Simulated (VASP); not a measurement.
Input for VASP

**KPOINTS**
```
k-points along high-symmetry lines
5
Line-mode
Reciprocal
  0.000000   0.000000   0.000000 ! GAMMA
 -0.000000   0.500000   0.000000 ! M

 -0.000000   0.500000   0.000000 ! M
 -0.333333   0.666667   0.000000 ! K

 -0.333333   0.666667   0.000000 ! K
  0.000000   0.000000   0.000000 ! GAMMA

  0.000000   0.000000   0.000000 ! GAMMA
  0.000000   0.000000   0.500000 ! A

  0.000000   0.000000   0.500000 ! A
 -0.000000   0.500000   0.500000 ! L

 -0.000000   0.500000   0.500000 ! L
 -0.333333   0.666667   0.500000 ! H

 -0.333333   0.666667   0.500000 ! H
  0.000000   0.000000   0.500000 ! A

 -0.000000   0.500000   0.500000 ! L
 -0.000000   0.500000   0.000000 ! M

 -0.333333   0.666667   0.500000 ! H
 -0.333333   0.666667   0.000000 ! K
```

**POSCAR**
```
Ti
1
    1.4750000000    -2.5547750000     0.0000000000
    1.4750000000     2.5547750000     0.0000000000
    0.0000000000     0.0000000000     4.6800000000
Ti
2
Direct
  0.3333330000   0.6666670000   0.2500000000
  0.6666670000   0.3333330000   0.7500000000
```

### INCAR
```
SYSTEM = Ti
PREC = Accurate
ENCUT = 400
EDIFF = 1E-6
NELM = 100
ALGO = Normal
LREAL = .FALSE.
LASPH = .TRUE.
ISMEAR = 1
SIGMA = 0.1
GGA = PE
LMAXMIX = 4
LWAVE = .FALSE.
LCHARG = .FALSE.
ISIF = 2
```

POTCAR, in this order: Ti_sv (PBE.64 set). Program: vasp_std.

The resulting files:

File standard output:
```
 POSCAR found type information on POSCAR Ti
 POSCAR found :  1 types and       2 ions
 Reading from existing POTCAR
 Reading from existing POTCAR
 LDA part: xc-table for (Slater+PW92), standard interpolation
 POSCAR, INCAR and KPOINTS ok, starting setup
 WAVECAR not read
 entering main loop
       N       E                     dE             d eps       ncg     rms          rms(c)
DAV:   1     0.226750613367E+03    0.22675E+03   -0.11964E+04  1448   0.159E+03
DAV:   2     0.879399776312E+01   -0.21796E+03   -0.21645E+03  1544   0.454E+02
DAV:   3    -0.167565385069E+02   -0.25551E+02   -0.25337E+02  2824   0.128E+02
DAV:   4    -0.178137648251E+02   -0.10572E+01   -0.10572E+01  1496   0.261E+01
DAV:   5    -0.178725222820E+02   -0.58757E-01   -0.58757E-01  2288   0.430E+00    0.118E+01
DAV:   6    -0.157157110043E+02    0.21568E+01   -0.84173E+00  1696   0.334E+01    0.284E+00
DAV:   7    -0.157161664326E+02   -0.45543E-03   -0.57672E-01  2040   0.640E+00    0.198E+00
DAV:   8    -0.157383924108E+02   -0.22226E-01   -0.18138E-01  1632   0.572E+00    0.699E-01
DAV:   9    -0.157308643298E+02    0.75281E-02   -0.40263E-02  1696   0.246E+00    0.592E-02
DAV:  10    -0.157310447315E+02   -0.18040E-03   -0.15425E-03  2136   0.299E-01    0.757E-02
DAV:  11    -0.157310862414E+02   -0.41510E-04   -0.14079E-04  1752   0.994E-02    0.170E-02
DAV:  12    -0.157310801925E+02    0.60489E-05   -0.14784E-05  1760   0.257E-02    0.773E-03
DAV:  13    -0.157310808951E+02   -0.70261E-06   -0.11609E-06  1120   0.921E-03
   1 F= -.15731081E+02 E0= -.15730095E+02  d E =-.295879E-02
```

**OUTCAR**
```
------------------------ aborting loop because EDIFF is reached ----------------------------------------
  FORCE on cell =-STRESS in cart. coord.  units (eV):
  Direction    XX          YY          ZZ          XY          YZ          ZX
  --------------------------------------------------------------------------------------
  Total       -1.1318286     -1.1318287      0.3651945      0.0000000     -0.0000000     -0.0000000
  in kB      -51.4127368    -51.4127392     16.5887717      0.0000000     -0.0000000     -0.0000000
  external PRESSURE =     -28.7455681 kB  Pullay stress =       0.0000000 kB
  volume of cell :       35.27
      direct lattice vectors                 reciprocal lattice vectors
     1.475000000 -2.554775000  0.000000000     0.338983051 -0.195711951  0.000000000
     1.475000000  2.554775000  0.000000000     0.338983051  0.195711951  0.000000000
     0.000000000  0.000000000  4.680000000     0.000000000  0.000000000  0.213675214
 POSITION                                       TOTAL-FORCE (eV/Angst)
 -----------------------------------------------------------------------------------
      1.47500      0.85159      1.17000        -0.000000      0.000000      0.000000
      1.47500     -0.85159      3.51000         0.000000     -0.000000      0.000000
 -----------------------------------------------------------------------------------
    total drift:                                0.000185      0.001059     -0.000008
  FREE ENERGIE OF THE ION-ELECTRON SYSTEM (eV)
  ---------------------------------------------------
  free  energy   TOTEN  =       -15.7310808951 eV

  energy  without entropy=      -15.7281221063  energy(sigma->0) =      -15.73009463
```
(Selected blocks of OUTCAR.)

Q: Read input and log: which fault does this run have?
A. a line-mode KPOINTS file was used for a self-consistent run
B. the Γ-only program was given a k-mesh
C. LEPSILON was set for a metal
D. the mesh has unequal divisions along equivalent axes and breaks the lattice's symmetry

A: A, a line-mode KPOINTS file was used for a self-consistent run. The run ends without an error. Against the sound run, the energy per atom (σ→0) falls by 0.040 eV/atom; the pressure drops by 0.42 GPa.

To mend it, correct KPOINTS.
### KPOINTS
```
Automatic mesh
0
Gamma
11 11 6
0 0 0
```
The mended run (PBE GGA, plane waves, VASP's PBE PAW potentials (set 64)) converges, and its OSZICAR ends with
```
   1 F= -.15649989E+02 E0= -.15649727E+02  d E =-.784938E-03
```

The compound is Ti in the hcp structure. The cell was not relaxed at this level.
